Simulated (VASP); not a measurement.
Consider the following.

```yaml
crystal:
  lattice:
    - [4.12880, 0.00000, 0.00000]
    - [0.00000, 4.12880, 0.00000]
    - [0.00000, 0.00000, 4.12880]
  atoms:
    - { symbol: K, position: [0.00000, 0.00000, 0.00000] }
    - { symbol: Zn, position: [0.50000, 0.50000, 0.50000] }
    - { symbol: F, position: [0.50000, 0.00000, 0.50000] }
    - { symbol: F, position: [0.00000, 0.50000, 0.50000] }
    - { symbol: F, position: [0.50000, 0.50000, 0.00000] }
```

Computed with PBE GGA, VASP's PBE PAW potentials (set 64) (plane waves; VASP). Numerical set-up: 520 eV cut-off, 6×6×6 Γ-centred mesh, tetrahedra with Blöchl corrections, potentials K_sv Zn F.

The cores are frozen, which limits the accuracy of field gradients.

Problem. Give the principal components of the electric field gradient (V/Å²) and the asymmetry η at each nucleus.

Solution. 
```
atom    Vxx    Vyy    Vzz     η
----  -----  -----  -----  ----
K1      0.0    0.0    0.0     -
Zn2     0.0    0.0    0.0     -
F3    -52.2  -52.2  104.4  0.00
F4    -52.2  -52.2  104.4  0.00
F5    -52.2  -52.2  104.4  0.00
```

The compound is KZnF3 in the cubic perovskite structure. It was relaxed first, which changed the volume by +6 %.
